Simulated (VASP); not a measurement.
Data:

```xyz
2
Lattice="0.0000 2.4900 2.4900 2.4900 0.0000 2.4900 2.4900 2.4900 0.0000" Properties=species:S:1:pos:R:3 pbc="T T T"
Gd     0.0000     0.0000     0.0000
N      2.4900     2.4900     2.4900
```

All values below come from PBE GGA, VASP's PBE PAW potentials (set 64) (plane waves; VASP 6.6.1). Numerical set-up: 600 eV cut-off, 12×12×12 Γ-centred mesh, first-order Methfessel-Paxton smearing of 0.10 eV, potentials Gd_3 N.

The 4f electrons are frozen in the core of the lanthanide potential, so 4f levels, which can set the real gap, and their magnetism are missing.

### Question
What does the run give for the energy per atom (σ→0), band gap (on the k-mesh) with the smallest direct gap where there is one?

### Answer

```
Item                                                         Value
------------------------  ----------------------------------------
band gap (on the k-mesh)  none (metal, semimetal or under 0.01 eV)
energy per atom (σ→0)                       -779.9 kJ/mol of atoms
```

Total energies compare only between runs with the same potentials, cut-off and functional.

The compound is GdN in the rock salt structure. The cell was not relaxed at this level.
